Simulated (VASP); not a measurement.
Runs of VASP 6.6.1 on NaLaMnMoO6. It takes space group F-43m (No. 216, cubic). Conventional cell: a = 7.725 Å, b = 7.725 Å, c = 7.725 Å, α = 90.00°, β = 90.00°, γ = 90.00°. Na (site symmetry -43m) has 12 O at 2.73 Å as nearest neighbours. La (site symmetry -43m) has 12 O at 2.73 Å as nearest neighbours. Around Mn (site symmetry -43m) lie 6 O at 1.91 Å. Mo (site symmetry -43m) has 6 O at 1.96 Å as nearest neighbours. O (site symmetry 2mm) is surrounded by 1 Mn at 1.91 Å and 1 Mo at 1.96 Å. The cell was built by a generator and needn't be a form met in nature.

```csv
level,gap on the mesh (eV),pressure (GPa),moment (μB),relaxed volume (Å³/atom),largest force (eV/Å)
PBE+D3,none,0.1,1.15,11.40,0.01
PBE+D3(BJ),none,0.0,1.15,11.33,-
PBE+D2,none,0.0,(a),11.28,-
PBE+D4,none,0.0,1.15,(b),0.02
```

Alike in all rows: task relaxation of cell and atoms; potentials or basis VASP PAW PBE potentials, release 64 (Na_pv, La, Mn_pv, Mo_sv, O); spin collinear, ferromagnetic start; cell relaxed; k mesh 6 × 6 × 6; cutoff (eV) 600; smearing fermi-dirac 0.05 eV.

Q: Fill in the values left out.

A: (a) 1.14; (b) 11.34.

Caveats: a cell with one magnetic atom can't hold antiferromagnetic order, which such compounds often take; semilocal functionals often make such compounds metallic where correlation or magnetic order opens a gap, which also shifts bond lengths; pairwise dispersion overbinds metals, which lowers pressure and volume; atom-pairwise D2, TS and ULG terms overbind metals (some runs).

A k mesh can miss the band edges, and the runs leave out spin-orbit coupling on La, Mo.

A gap of «none» marks a metal or a gap under the smearing width.
